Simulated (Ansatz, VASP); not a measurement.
## Ge4P: VASP beside Ansatz

```
Ge P
1.0
    -2.85618    2.85618    2.85618
     2.85618   -2.85618    2.85618
     2.85618    2.85618   -2.85618
Ge P
4 1
Direct
  0.50000 0.50000 0.50000
  0.50000 0.00000 0.00000
  0.00000 0.00000 0.50000
  0.00000 0.50000 0.00000
  0.00000 0.00000 0.00000
```

Change from the starting cell: species swapped into the Hg4Pt type (Im-3m, No. 229).

Alike in both runs: task single point; functional PBE; k mesh 4 × 4 × 4; occupations gaussian, width 0.1 eV; no spin polarisation.

|  | VASP | Ansatz |
| --- | --- | --- |
| version | VASP 6.6.1 | Ansatz 0.2.0 |
| potentials or method | VASP PAW PBE potentials, release 64 (Ge_d, P) | scalar-relativistic, plane waves, PAW |
| plane-wave cutoff (eV) | 520 | 420 |
| valence electrons in the cell | 61 | 61 |

|  | VASP | Ansatz | Ansatz less VASP |
| --- | --- | --- | --- |
| gap on the k mesh at the Fermi level (eV) | none | none | - |
| pressure (GPa) | 11.2 | 11.3 | +0.04 |

A gap of «none» marks a metal or a gap that the smearing closes.

Caveats: the k mesh is coarse (spacing up to 0.39 Å⁻¹), so the values aren't converged.
